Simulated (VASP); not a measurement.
Energy against volume of Fe (bcc). These are PBE GGA, VASP's PBE PAW potentials (set 64) (plane waves; VASP) values and carry that method's errors. Numerical set-up: 520 eV cut-off, 18×18×18 Γ-centred mesh, first-order Methfessel-Paxton smearing of 0.10 eV, potentials Fe.

| V (Å³/atom) | E (eV/atom) |
|---|---|
| 10.696 | -8.21901 |
| 11.037 | -8.23892 |
| 11.378 | -8.24415 |
| 11.720 | -8.23584 |

Problem. Fit these four points and predict the energy of the run at 12.061 Å³/atom.

Solution. A cubic in V^(−2/3), the third-order Birch-Murnaghan form, passes through the four points with V0 = 11.33 Å³/atom and B0 = 213 GPa, and gives -8.2152 eV/atom there. The run gave -8.2183 eV/atom, -3.1 meV/atom from the fit; all five points give B0 = 200 GPa.

The compound is Fe in the bcc structure. It was relaxed first.
